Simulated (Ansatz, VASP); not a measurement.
# P2S3 (P2S3 (P2_1/c)): VASP beside Ansatz

Aim: how closely do two programs agree when they are given the same cell, functional and k mesh? Of the first pair: The structure shown is the start of the Ansatz relaxation below; VASP solves that cell, so the two are compared at the walk's first step.

Program: Ansatz 0.2.0. Level of theory: plane waves, with VASP 6.6.1 beside it; single point at PBEsol. Results are calculated unless marked as measured.

## 1. Set-up

Symmetry: P2_1/c, No. 14, monoclinic system. Conventional cell: a = 7.164 Å, b = 12.468 Å, c = 11.831 Å, α = 90.00°, β = 102.96°, γ = 90.00°. Nearest to P lie 4 S at 1.92 to 2.11 Å. Nearest to P lie 2 S at 2.11 to 2.12 Å and 1 P at 2.32 Å. Nearest to P lie 2 S at 2.11 Å and 1 P at 2.32 Å. P has 3 S at 2.10 to 2.15 Å nearest. Nearest to S lie 2 P at 2.09 to 2.15 Å. Nearest to S lie 2 P at 2.11 Å. Farther neighbours and most contacts between anions are not listed.

## 2. Ansatz: relaxation, PBEsol

Ansatz runs on its default PAW (the set named soft_2) files.

The two programs are compared at the cell with which this relaxation starts, whose forces are those of its first step.

Contents of input.yaml:

```yaml
crystal:
  lattice:
    - [7.1635739, 0.0, 0.0]
    - [0.0, 12.4680138, 0.0]
    - [-2.6527903, 0.0, 11.5293824]
  atoms:
    - { symbol: P, position: [0.27934898, 0.0843296, 0.16396913] }
    - { symbol: P, position: [0.72065102, 0.5843296, 0.33603087] }
    - { symbol: P, position: [0.72065102, 0.9156704, 0.83603087] }
    - { symbol: P, position: [0.27934898, 0.4156704, 0.66396913] }
    - { symbol: P, position: [0.26158698, 0.06285346, 0.43879794] }
    - { symbol: P, position: [0.73841302, 0.56285346, 0.06120206] }
    - { symbol: P, position: [0.73841302, 0.93714654, 0.56120206] }
    - { symbol: P, position: [0.26158698, 0.43714654, 0.93879794] }
    - { symbol: P, position: [0.22912818, 0.89631371, 0.34904715] }
    - { symbol: P, position: [0.77087182, 0.39631371, 0.15095285] }
    - { symbol: P, position: [0.77087182, 0.10368629, 0.65095285] }
    - { symbol: P, position: [0.22912818, 0.60368629, 0.84904715] }
    - { symbol: P, position: [0.83820211, 0.04684484, 0.24537862] }
    - { symbol: P, position: [0.16179789, 0.54684484, 0.25462138] }
    - { symbol: P, position: [0.16179789, 0.95315516, 0.75462138] }
    - { symbol: P, position: [0.83820211, 0.45315516, 0.74537862] }
    - { symbol: S, position: [0.98304409, 0.10631824, 0.11695577] }
    - { symbol: S, position: [0.01695591, 0.60631824, 0.38304423] }
    - { symbol: S, position: [0.01695591, 0.89368176, 0.88304423] }
    - { symbol: S, position: [0.98304409, 0.39368176, 0.61695577] }
    - { symbol: S, position: [0.39314033, 0.15308395, 0.32743775] }
    - { symbol: S, position: [0.60685967, 0.65308395, 0.17256225] }
    - { symbol: S, position: [0.60685967, 0.84691605, 0.67256225] }
    - { symbol: S, position: [0.39314033, 0.34691605, 0.82743775] }
    - { symbol: S, position: [0.34555547, 0.92209059, 0.20218021] }
    - { symbol: S, position: [0.65444453, 0.42209059, 0.29781979] }
    - { symbol: S, position: [0.65444453, 0.07790941, 0.79781979] }
    - { symbol: S, position: [0.34555547, 0.57790941, 0.70218021] }
    - { symbol: S, position: [0.38495098, 0.14284426, 0.0421355] }
    - { symbol: S, position: [0.61504902, 0.64284426, 0.4578645] }
    - { symbol: S, position: [0.61504902, 0.85715574, 0.9578645] }
    - { symbol: S, position: [0.38495098, 0.35715574, 0.5421355] }
    - { symbol: S, position: [0.97498087, 0.11987238, 0.40193142] }
    - { symbol: S, position: [0.02501913, 0.61987238, 0.09806858] }
    - { symbol: S, position: [0.02501913, 0.88012762, 0.59806858] }
    - { symbol: S, position: [0.97498087, 0.38012762, 0.90193142] }
    - { symbol: S, position: [0.930759, 0.88841256, 0.2820445] }
    - { symbol: S, position: [0.069241, 0.38841256, 0.2179555] }
    - { symbol: S, position: [0.069241, 0.11158744, 0.7179555] }
    - { symbol: S, position: [0.930759, 0.61158744, 0.7820445] }
basis:
  ecutwfc: 420
  xc_grid: 2
hamiltonian:
  xc: pbesol
kpoints:
  mp_grid: { grid: [4, 3, 3] }
scf:
  occupations: { method: fermi_dirac, width: 0.01 }
  max_iter: 150
output:
  forces: true
  stress: true
relax:
  f_tol: 0.01
  max_steps: 60
  cell: {}
checkpoint:
  write: "../pbesol.run"
  compress: false
  write_wavefunctions: false
  write_every: 100000
```

The run is started by

```
$ ansatz run input.yaml --threads 4 --pin off --max-ram 6594MiB --backend cpu --events-out ev --progress --plain --runs-dir out
```

Numbers of over 12 decimals in the logs are rounded to 6 here.

Log:

```text
Engine: ansatz 0.2.0, x86_64-unknown-linux-gnu
Pseudopotentials: kind: paw
Pseudopotential: P, paw, valence charge 5, recommended cutoff 420 eV (normal), P.paw.azcp
Pseudopotential: S, paw, valence charge 6, recommended cutoff 420 eV (normal), S.paw.azcp
Functional definition: PBEsol
  exchange = pbesol_x
  correlation = pbesol_c
Crystal: 40 atoms, lattice volume = 1029.753 Å³
Basis set: ecut = 420 eV, 20131 PW (Γ), exchange–correlation on 96×180×160 points (8 copies of the dense FFT grid, shifted against one another)
Bands: 152, of which v1, the nominal top of the filled ones, is band 112 counted from 1 (111 counted from 0)
Symmetry: 4 space group operations
Space group: P21/c (ITA 14), of the structure as read, at distance tolerance 1.0e-4 Å
k-points: 14 of 36
Non-local potential: P, projectors of the file, l = 0: 2, l = 1: 2, l = 2: 2
Non-local potential: S, projectors of the file, l = 0: 2, l = 1: 2, l = 2: 2
PAW form: soft (Blöchl's): semilocal exchange-correlation on the pseudo side does not see the compensation charge
PAW frozen core: P, regenerated for the run's functional, and the local potential with it (the file was generated under x = pbe(κ = 0.804, μ = 0.219515), c = pbe(β = 0.066725))
PAW frozen core: S, regenerated for the run's functional, and the local potential with it (the file was generated under x = pbe(κ = 0.804, μ = 0.219515), c = pbe(β = 0.066725))
PAW one-centre angular grid: P, 110 points (default); XC on 64 Gauss nodes
PAW one-centre angular grid: S, 110 points (default); XC on 64 Gauss nodes
Initial density: superposition of atomic densities (neutral atoms: chi_scale 0, normalization atom), corrected by the library's trained network
Initial wavefunctions: pseudopotential atomic-orbital guess
Functional: x = pbesol(κ = 0.804, μ = 0.123457), c = pbesol(β = 0.046)
SCF iter   1: F=—  HF=-33084.472544 eV  |F-HF|=—  |Δ(HF+E_count)|=         —  Δρ=3.92e-3  dr2=2.64e-1  ethr=1.77e-3  ⟨swp⟩=7.6  Hψ=11001  notcnv=0  defer=162
preconditioner: auto → Resta (q_TF=auto, 2.116 Å⁻¹)  ε∞=4.2  [insulator: Δε(μ)=2.256 eV  Ē_g=9.623 eV  σ=0.010 eV  W_gap=1.00  n_scr=164 (ndim 8)  ℏωp=17.3 eV  f_vac=0.046  D(μ)=0.00/eV (n_scr^D=0)  ε∞_Penn≈4.2]
SCF iter   2: F=—  HF=-33084.422433 eV  |F-HF|=—  |Δ(HF+E_count)|=   5.01e-2  Δρ=1.88e-3  dr2=4.87e-2  ethr=1.18e-4  ⟨swp⟩=2.4  Hψ=3778  notcnv=0  defer=456
SCF iter   3: F=—  HF=-33084.423049 eV  |F-HF|=—  |Δ(HF+E_count)|=   6.16e-4  Δρ=5.65e-4  dr2=6.24e-3  ethr=2.17e-5  ⟨swp⟩=2.9  Hψ=3241  notcnv=0  defer=456
SCF iter   4: F=—  HF=-33084.424455 eV  |F-HF|=—  |Δ(HF+E_count)|=   1.41e-3  Δρ=1.87e-4  dr2=6.28e-4  ethr=2.79e-6  ⟨swp⟩=2.1  Hψ=2880  notcnv=0  defer=456
SCF iter   5: F=—  HF=-33084.424899 eV  |F-HF|=—  |Δ(HF+E_count)|=   4.44e-4  Δρ=7.56e-5  dr2=9.03e-5  ethr=2.80e-7  ⟨swp⟩=2.2  Hψ=3376  notcnv=0  defer=456
SCF iter   6: F=—  HF=-33084.425026 eV  |F-HF|=—  |Δ(HF+E_count)|=   1.27e-4  Δρ=2.20e-5  dr2=9.03e-6  ethr=4.03e-8  ⟨swp⟩=3.4  Hψ=3852  notcnv=0  defer=456
SCF iter   7: F=—  HF=-33084.425034 eV  |F-HF|=—  |Δ(HF+E_count)|=   8.60e-6  Δρ=6.65e-6  dr2=8.46e-7  ethr=4.03e-9  ⟨swp⟩=2.1  Hψ=2851  notcnv=0  defer=456
SCF iter   8: F=—  HF=-33084.425036 eV  |F-HF|=—  |Δ(HF+E_count)|=   1.14e-6  Δρ=2.23e-6  dr2=1.04e-7  ethr=3.78e-10  ⟨swp⟩=2.5  Hψ=3406  notcnv=0  defer=456
SCF iter   9: F=-33084.425036 eV  HF=-33084.425036 eV  |F-HF|=9.88e-9  |Δ(HF+E_count)|=   1.11e-7  Δρ=6.90e-7  dr2=1.03e-8  ethr=4.46e-11  ⟨swp⟩=4.6  Hψ=6656  notcnv=0
SCF 1 converged in 9 iterations: F = -33084.425036 eV  dr2 = 1.03e-8
  greatest PAW one-centre occupation: 0.868 electrons in one spin orbital (limit 2), on the S atom at site 31 (counted from 0), in its partial waves of l = 0
relax step   1: F+E_penalty+E_count = -33084.42503575 eV  Δ(F+E_penalty+E_count) = +0.000e0 eV  max|allowed force component| = 2.811e-1 eV/Å  Δτ_max = 0.0000 Å  P = +0.331 GPa  Ω = 1029.753 Å³  (9 SCF iters, dr2 threshold 1.00e-7 eV, accepted)
Crystal: 40 atoms, lattice volume = 964.285 Å³
Basis set: ecut = 420 eV, 18845 PW (Γ), exchange–correlation on 96×180×160 points (8 copies of the dense FFT grid, shifted against one another)
Initial density: handed on by an earlier stage of this run
Initial wavefunctions: those handed on with the density
iter 1 solved again at ethr=3.01e-4 eV; its pass at ethr=3.10e-3 eV (dr2=6.74e-1 eV) is discarded
SCF iter   1: F=—  HF=-33084.693555 eV  |F-HF|=—  |Δ(HF+E_count)|=         —  Δρ=1.17e-2  dr2=6.79e-1  ethr=3.01e-4  ⟨swp⟩=4.9  Hψ=13283  notcnv=0
preconditioner: auto → Resta (q_TF=auto, 2.139 Å⁻¹)  ε∞=4.4  [insulator: Δε(μ)=2.073 eV  Ē_g=9.645 eV  σ=0.010 eV  W_gap=1.00  n_scr=160 (ndim 8)  ℏωp=17.9 eV  f_vac=0.025  D(μ)=0.00/eV (n_scr^D=0)  ε∞_Penn≈4.4]
SCF iter   2: F=—  HF=-33084.584542 eV  |F-HF|=—  |Δ(HF+E_count)|=   1.09e-1  Δρ=6.17e-3  dr2=1.76e-1  ethr=3.01e-4  ⟨swp⟩=1.7  Hψ=2300  notcnv=0
[...]
iter 1 solved again at ethr=2.07e-7 eV; its pass at ethr=3.10e-3 eV (dr2=4.63e-4 eV) is discarded
SCF iter   1: F=—  HF=-33084.642661 eV  |F-HF|=—  |Δ(HF+E_count)|=         —  Δρ=3.88e-5  dr2=1.29e-6  ethr=2.07e-7  ⟨swp⟩=6.1  Hψ=19916  notcnv=0
[...]
SCF converged after 5 iterations
Free energy (F): -33084.643320 eV
Harris-Foulkes:  -33084.643320 eV  (|F-HF|=8.00e-11)
Internal energy: -33084.643320 eV  (E = F + TS)
E sigma→0 (E₀):  -33084.643320 eV
Fermi energy:    4.870828 eV
--- Per-component energies (eV) ---
  E_band       = -508.928210
  E_kinetic    = 3680.264221
  E_local      = -6157.169841  (includes V_loc(G=0)·N_el)
  E_nonlocal   = 1233.002182
  E_hartree    = 2013.777169
  E_xc         = -3270.491009
  E_vxc        = -3050.575017  (∫ρ·V_xc dr)
  E_paw        = -22884.933235  (= ΣΔE_a)
  E_vpaw       = -242.004265  (= ΣTr[D̂ρ^β])
  E_aug_tail   = 0.000094  (compensation charges beyond the density's cutoff)
  E_ewald      = -7701.317220
  E_core_change = 2.224320  (= ΣΔE_core)
  E_smearing   = -0.000000  (= −TS)
  E_closure    = 0.000000  (closes the sum)
  Σ components = -33084.643320   (vs F -33084.643320, Δ=0.00e0)
--- Forces (eV/Å), atoms counted from 1 ---
  atom   1  P      0.00283467     0.00524278     0.00004492
  atom   2  P     -0.00283467     0.00524278    -0.00004492
  atom   3  P     -0.00283467    -0.00524278    -0.00004492
  atom   4  P      0.00283467    -0.00524278     0.00004492
  atom   5  P      0.00395171     0.00320668     0.00556630
  atom   6  P     -0.00395171     0.00320668    -0.00556630
  atom   7  P     -0.00395171    -0.00320668    -0.00556630
  atom   8  P      0.00395171    -0.00320668     0.00556630
  atom   9  P      0.00335065     0.00533601    -0.00269672
  atom  10  P     -0.00335065     0.00533601     0.00269672
  atom  11  P     -0.00335065    -0.00533601     0.00269672
  atom  12  P      0.00335065    -0.00533601    -0.00269672
  atom  13  P      0.00008301    -0.00631764     0.00557288
  atom  14  P     -0.00008301    -0.00631764    -0.00557288
  atom  15  P     -0.00008301     0.00631764    -0.00557288
  atom  16  P      0.00008301     0.00631764     0.00557288
  atom  17  S      0.00167945     0.00095420    -0.00171385
  atom  18  S     -0.00167945     0.00095420     0.00171385
  atom  19  S     -0.00167945    -0.00095420     0.00171385
  atom  20  S      0.00167945    -0.00095420    -0.00171385
  atom  21  S     -0.00505921    -0.00259592     0.00164682
  atom  22  S      0.00505921    -0.00259592    -0.00164682
  atom  23  S      0.00505921     0.00259592    -0.00164682
  atom  24  S     -0.00505921     0.00259592     0.00164682
[...]
atom  33  S     -0.00053921    -0.00253732    -0.00642816
  atom  34  S      0.00053921    -0.00253732     0.00642816
  atom  35  S      0.00053921     0.00253732     0.00642816
  atom  36  S     -0.00053921     0.00253732    -0.00642816
  atom  37  S     -0.00748322     0.00257384     0.00021872
  atom  38  S      0.00748322     0.00257384    -0.00021872
  atom  39  S      0.00748322    -0.00257384    -0.00021872
  atom  40  S     -0.00748322    -0.00257384     0.00021872
  max |Σ_I F_I| component: 3.47e-18 eV/Å
--- Stress (GPa, compression-positive) ---
       -0.010068       0.000000       0.001162
        0.000000      -0.017971       0.000000
        0.001162       0.000000      -0.010499
  P = ⅓ Tr σ = -0.0128 GPa (-0.128 kbar)
--- Relaxed structure (9 steps of the walk, 8 accepted, 1 SCFs on fresh bases) ---
  F+E_penalty+E_count = -33084.64331959 eV   max|allowed force component| = 7.483e-3 eV/Å   (the final SCF, on the basis selected at the relaxed cell)
  cell:  # Å, volume = 941.5190 Å³
    - [6.882649, -1.805183269125757e-18, 0.00541988]
    - [-3.141874464502844e-18, 12.225181, 1.223478686172948e-16]
    - [-2.540036, 1.1380562453475964e-16, 11.187692]
  atoms:
    - { symbol: P, position: [0.281457, 0.082834, 0.165640] }
    - { symbol: P, position: [0.718543, 0.582834, 0.334360] }
    - { symbol: P, position: [0.718543, 0.917166, 0.834360] }
    - { symbol: P, position: [0.281457, 0.417166, 0.665640] }
    - { symbol: P, position: [0.263394, 0.058779, 0.450359] }
    - { symbol: P, position: [0.736606, 0.558779, 0.049641] }
    - { symbol: P, position: [0.736606, 0.941221, 0.549641] }
    - { symbol: P, position: [0.263394, 0.441221, 0.950359] }
    - { symbol: P, position: [0.233031, 0.889883, 0.357109] }
    - { symbol: P, position: [0.766969, 0.389883, 0.142891] }
    - { symbol: P, position: [0.766969, 0.110117, 0.642891] }
    - { symbol: P, position: [0.233031, 0.610117, 0.857109] }
    - { symbol: P, position: [0.821815, 0.042482, 0.247658] }
    - { symbol: P, position: [0.178185, 0.542482, 0.252342] }
    - { symbol: P, position: [0.178185, 0.957518, 0.752342] }
    - { symbol: P, position: [0.821815, 0.457518, 0.747658] }
    - { symbol: S, position: [0.973184, 0.105137, 0.115111] }
    - { symbol: S, position: [0.026816, 0.605137, 0.384889] }
    - { symbol: S, position: [0.026816, 0.894863, 0.884889] }
    - { symbol: S, position: [0.973184, 0.394863, 0.615111] }
    - { symbol: S, position: [0.398543, 0.153153, 0.334591] }
    - { symbol: S, position: [0.601457, 0.653153, 0.165409] }
    - { symbol: S, position: [0.601457, 0.846847, 0.665409] }
    - { symbol: S, position: [0.398543, 0.346847, 0.834591] }
    - { symbol: S, position: [0.353026, 0.917102, 0.203842] }
    - { symbol: S, position: [0.646974, 0.417102, 0.296158] }
    - { symbol: S, position: [0.646974, 0.082898, 0.796158] }
    - { symbol: S, position: [0.353026, 0.582898, 0.703842] }
    - { symbol: S, position: [0.393382, 0.144966, 0.039804] }
    - { symbol: S, position: [0.606618, 0.644966, 0.460196] }
    - { symbol: S, position: [0.606618, 0.855034, 0.960196] }
    - { symbol: S, position: [0.393382, 0.355034, 0.539804] }
    - { symbol: S, position: [0.963530, 0.118208, 0.409561] }
    - { symbol: S, position: [0.036470, 0.618208, 0.090439] }
    - { symbol: S, position: [0.036470, 0.881792, 0.590439] }
    - { symbol: S, position: [0.963530, 0.381792, 0.909561] }
    - { symbol: S, position: [0.922293, 0.880808, 0.285760] }
    - { symbol: S, position: [0.077707, 0.380808, 0.214240] }
    - { symbol: S, position: [0.077707, 0.119192, 0.714240] }
    - { symbol: S, position: [0.922293, 0.619192, 0.785760] }
```

(Part 1 of 2 ends here.)

[Lines on the potential files, build, host, timing and source positions are cut from VASP's logs without a mark.]

[Logs are printed without paths, hosts, clocks, repeated set-up lines and the standing remarks that a program may print on its own settings, such as how far it seeks lower states.]

[Hosts, paths, dates, database ids (printed as entryN), source tags and the programs' standing remarks are cut or masked in the printed files.]
